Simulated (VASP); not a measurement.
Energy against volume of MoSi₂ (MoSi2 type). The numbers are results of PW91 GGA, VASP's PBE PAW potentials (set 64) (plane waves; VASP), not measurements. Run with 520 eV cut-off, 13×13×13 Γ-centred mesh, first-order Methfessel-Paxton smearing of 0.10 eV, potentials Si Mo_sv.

Shape and ions are relaxed at each volume.

| V (Å³/atom) | E (eV/atom) |
|---|---|
| 13.267 | -7.67707 |
| 13.677 | -7.68526 |
| 14.088 | -7.67802 |
| 14.498 | -7.65772 |

Task: Fit these four points and predict the energy of the run at 12.857 Å³/atom.

Result: A cubic in V^(−2/3), the third-order Birch-Murnaghan form, passes through the four points with V0 = 13.68 Å³/atom and B0 = 200 GPa, and gives -7.6507 eV/atom there. The run gave -7.6507 eV/atom, -0.0 meV/atom from the fit; all five points give B0 = 200 GPa.

The compound is MoSi2 in the MoSi2 type structure. It was relaxed first.
